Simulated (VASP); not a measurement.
An input for Quantum ESPRESSO's pw.x (written as the equivalent of a VASP run, and not itself run):

```
&CONTROL
  calculation = 'scf'
  pseudo_dir = './pseudo'
  outdir = './out'
  tprnfor = .true.
  tstress = .true.
/
&SYSTEM
  ibrav = 0
  nat = 8
  ntyp = 2
  ecutwfc = 96
  occupations = 'smearing'
  smearing = 'fermi-dirac'
  degauss = 0.00735
  input_dft = 'pz'
/
&ELECTRONS
  conv_thr = 7.3e-08
  electron_maxstep = 100
/
ATOMIC_SPECIES
  Mn 54.938 Mn.upf
  Si 28.085 Si.upf
CELL_PARAMETERS angstrom
     4.4389590    0.0000000    0.0000000
     0.0000000    4.4389590    0.0000000
     0.0000000    0.0000000    4.4389590
ATOMIC_POSITIONS crystal
  Mn   0.3635400  0.1364600  0.8635400
  Mn   0.1364600  0.8635400  0.3635400
  Mn   0.8635400  0.3635400  0.1364600
  Mn   0.6364600  0.6364600  0.6364600
  Si   0.6542200  0.8457800  0.1542200
  Si   0.8457800  0.1542200  0.6542200
  Si   0.1542200  0.6542200  0.8457800
  Si   0.3457800  0.3457800  0.3457800
K_POINTS automatic
  4 4 4 1 1 1
```

**Question.** Write the VASP files for the same calculation (LDA).

**Answer.** Several could match; the one computed here: 
### POSCAR
```
MnSi
1
    4.4389590000     0.0000000000     0.0000000000
    0.0000000000     4.4389590000     0.0000000000
    0.0000000000     0.0000000000     4.4389590000
Mn Si
4 4
Direct
  0.3635400000   0.1364600000   0.8635400000
  0.1364600000   0.8635400000   0.3635400000
  0.8635400000   0.3635400000   0.1364600000
  0.6364600000   0.6364600000   0.6364600000
  0.6542200000   0.8457800000   0.1542200000
  0.8457800000   0.1542200000   0.6542200000
  0.1542200000   0.6542200000   0.8457800000
  0.3457800000   0.3457800000   0.3457800000
```

**INCAR**
```
ALGO = Normal
EDIFF = 1E-6
ENCUT = 210
ISIF = 2
ISMEAR = -1
LASPH = T
LCHARG = F
LMAXMIX = 4
LREAL = F
LWAVE = F
NELM = 100
PREC = Accurate
SIGMA = 0.1
SYSTEM = MnSi
```

KPOINTS:
```
Automatic mesh
0
Gamma
4 4 4
0.5 0.5 0.5
```

POTCAR, in this order: Mn_pv Si (LDA.64 set). Program: vasp_std.

The two are equivalent in intent, not identical: the potentials are each code's own (VASP's PAW set, PseudoDojo norm-conserving files in pw.x), so ENCUT and ecutwfc are chosen apart and not converted; conv_thr bounds pw.x's estimated SCF error, while EDIFF bounds the energy change between steps.

The structure comes from a computed database's MnSi entry; how it stands against other phases isn't given here. The cell was not relaxed at this level. The k-mesh is coarse (spacing up to 0.35 per Å, 2π included), so the numbers may not be converged in it. The run is one of a series of settings (ENCUT = 210, GGA removed, ISPIN removed, the spin start removed, KPOINTS 4×4×4 Γ-centred mesh shifted by (0.5, 0.5, 0.5), POTCAR Mn_pv Si (LDA.64 set) against the base run), some of them coarse on purpose.
